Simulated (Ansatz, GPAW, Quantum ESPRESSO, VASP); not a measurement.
**One structure in several programs: Ti (P1, 3 atoms in the cell)**

Self-consistent single point.

```yaml
crystal:
  lattice:
    - [4.56737, 0.00000, 0.00000]
    - [-2.28369, 3.95546, 0.00000]
    - [0.00000, 0.00000, 2.82624]
  atoms:
    - { symbol: Ti, position: [0.00179, 0.00843, 0.02665] }
    - { symbol: Ti, position: [0.31972, 0.65167, 0.49430] }
    - { symbol: Ti, position: [0.67849, 0.33990, 0.47906] }
```

Shared settings, as Ansatz (a quantum-chemistry and plane-wave program) writes them: kpoints.mp_grid.grid = 5 5 7; scf.occupations.method = fermi_dirac; scf.occupations.width = 0.01 Ry. Potentials and cutoffs stand in the table.

| code | model | pressure (GPa) | largest force (eV/Å) | cutoff |
|---|---|---|---|---|
| VASP | LDA (PZ), VASP's LDA PAW potentials (set 64) | -7.42 | 0.581 | 300 eV |
| Ansatz | LDA (PW92), default PAW files made with PBE | -7.31 | 0.568 | default |
| GPAW | LDA (Perdew-Wang 92), GPAW PAW datasets LDA (gpaw-data 1.0.1) | -7.03 | 0.569 | 850 eV |
| Quantum ESPRESSO | LDA (PZ), GBRV 1.5 ultrasoft (LDA) pseudopotentials | -7.22 | 0.571 | 50 Ry |

Size of the force on each atom (eV/Å): Sizes of forces hide their directions.

```tsv
code	Ti1	Ti2	Ti3
VASP	0.581	0.405	0.427
Ansatz	0.568	0.397	0.420
GPAW	0.569	0.406	0.427
Quantum ESPRESSO	0.571	0.401	0.424
```

On Ansatz's run: spin polarisation is off.

The spread over the programs that give each value: pressure within 0.39 GPa; largest force within 0.013 eV/Å.

Ansatz's pressure is given at a fixed set of plane waves, as the other plane-wave codes print theirs; with its correction for the finite basis it is -7.27 GPa. The same LDA comes in different parametrisations, which differ slightly.

VASP's run is marked for a possible Pulay error in its stress at this cutoff; no cutoff test was made.

The starting cell comes from a database of computed structures (which also holds hypothetical and non-ambient phases and stackings), without a prior relaxation at this level. Its atoms were displaced at random from the sites of space group no. 191.

Left out of this page: CP2K, Elk, FLEUR and SIESTA (not drawn, or without a comparable value).

Keys are those of Ansatz 0.2.
